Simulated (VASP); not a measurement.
# CH₃Br: convergence, relaxation of the atoms

CH₃Br, molecule in box, 5 atoms in the cell. PBE, relaxation of the atoms; PAW potentials C, Br, H (PBE set). VASP 6.6.1.

Wanted: energy within 1 meV/atom; two shortest distances of each atom within 0.01 Å.

POSCAR:
```
H3CBr
1.0
   11.0000000000      0.0000000000      0.0000000000
    0.0000000000     12.0000000000      0.0000000000
    0.0000000000      0.0000000000     11.0000000000
C Br H
1 1 3
Direct
    0.4917660000      0.5222300000      0.5051080000
    0.5820550000      0.4153800000      0.4220560000
    0.5428260000      0.5916830000      0.5292230000
    0.4550790000      0.4778420000      0.5873420000
    0.4123420000      0.5413450000      0.4388170000
```

The series start from Force threshold EDIFFG (eV/Å): -0.02; Electronic threshold EDIFF (eV): 1e-6; Relaxation method: conjugate gradient, POTIM 0.5; Mixing and least electronic steps: default. Each series keeps the choices made before it, and each single choice may use up half of a tolerance.

## Force threshold EDIFFG (eV/Å)

| Force threshold EDIFFG (eV/Å) | Energy less reference (meV/atom) | Two shortest distances of each atom, largest deviation (Å) | Time (s) |
|---|---|---|---|
| -0.1 | 0.1 | 0.005 | 37 |
| -0.05 | 0.0 | 0.001 | 45 |
| -0.03 | 0.0 | 0.001 | 40 |
| -0.02 | 0.0 | 0.001 | 42 |
| -0.01 | 0.0 | 0.001 | 41 |
| -0.005 | 0.0 | 0.000 | 39 |
| -0.002 (reference) | 0.0 | 0.000 | 42 |

Chosen: -0.1, the loosest value from which every tighter one stays within half of the tolerance.

## Electronic threshold EDIFF (eV)

| Electronic threshold EDIFF (eV) | Energy less reference (meV/atom) | Two shortest distances of each atom, largest deviation (Å) | Time (s) |
|---|---|---|---|
| 0.001 | 0.0 | 0.001 | 14 |
| 0.0001 | 0.0 | 0.000 | 17 |
| 1e-5 | 0.0 | 0.000 | 22 |
| 1e-6 | 0.0 | 0.000 | 37 |
| 1e-7 (reference) | 0.0 | 0.000 | 40 |

Chosen: 0.001.

## Relaxation method

| Relaxation method | Energy less reference (meV/atom) | Two shortest distances of each atom, largest deviation (Å) | Time (s) |
|---|---|---|---|
| conjugate gradient, POTIM 0.5 | 0.0 | 0.000 | 14 |
| conjugate gradient, POTIM 0.2 | 0.0 | 0.001 | 13 |
| conjugate gradient, POTIM 1.0 | 0.0 | 0.002 | 15 |
| quasi-Newton, POTIM 0.5 | 0.0 | 0.007 | 11 |
| quasi-Newton, POTIM 0.3, 10 steps kept | 0.1 | 0.004 | 7.8 |
| quasi-Newton, POTIM 0.5, at least 5 electronic steps | 0.0 | 0.007 | 15 |
| damped dynamics, POTIM 0.2, SMASS 0.4 | -0.1 | 0.005 | 33 |
| damped dynamics, POTIM 0.4, SMASS 0.8 | no result | no result | 655 |
| velocity quench, POTIM 0.1 | -0.1 | 0.005 | 18 |

Chosen: quasi-Newton, POTIM 0.3, 10 steps kept, the fastest of those that stay within half of the tolerance.

## Mixing and least electronic steps

| Mixing and least electronic steps | Energy less reference (meV/atom) | Two shortest distances of each atom, largest deviation (Å) | SCF iterations | Time (s) |
|---|---|---|---|---|
| default | 0.0 | 0.000 | 29 | 7.8 |
| MAXMIX 40 | -0.1 | 0.001 | 29 | 8.7 |
| NELMIN 4 | -0.1 | 0.000 | 36 | 10 |
| NELMIN 4, MAXMIX 40 | -0.1 | 0.000 | 36 | 10 |
| ALGO Fast | 0.0 | 0.005 | 30 | 9.1 |

Chosen: default; no other choice that stays within half of the tolerance saves 30 % of the time.

## All choices together

| Input | Energy less reference (meV/atom) | Two shortest distances of each atom, largest deviation (Å) | Time (s) |
|---|---|---|---|
| program defaults (naive) | 0.1 | 0.005 | 21 |
| chosen settings | 0.2 | 0.007 | 7.8 |
| reference settings throughout | 0.0 | 0.000 | 65 |

The tolerance is met.

## The input

INCAR:
```
SYSTEM = H3CBr
PREC = Normal
ENCUT = 400
EDIFF = 0.001
ISMEAR = 0
SIGMA = 0.01
ISYM = 0
LREAL = .FALSE.
LASPH = .TRUE.
NELM = 100
ALGO = Normal
LWAVE = .FALSE.
LCHARG = .FALSE.
IBRION = 1
NSW = 150
ISIF = 2
EDIFFG = -0.1
POTIM = 0.3
KPAR = 1
NFREE = 10
```

KPOINTS:
```
k-points
0
Gamma
  1 1 1
```

Commands:
```
cat potpaw_PBE.64/C/POTCAR potpaw_PBE.64/Br/POTCAR potpaw_PBE.64/H/POTCAR > POTCAR
mpirun -np 4 vasp_gam > vasp.out
```

The naive input happens to agree within the tolerance here, in 21 s.

The chosen input took VASP 6.6.1 7.8 s on 4 cores (Intel Xeon 6975P-C (Granite Rapids)), a shared host.

## An input that fails: ionic step far too long

What the run shows: internal error in: us.F  at line: 1398 internal ERROR SETYLM_AUG: 41 -34 45 70 40 2 -35 If you are not a developer, you should not encounter this problem. Please submit a bug report.

Changes against the starting input:
```
- NELM = 100
- IBRION = 2
- NSW = 150
- POTIM = 0.5
+ NELM = 60
+ IBRION = 3
+ NSW = 30
+ POTIM = 5.0
+ SMASS = 0.4
```
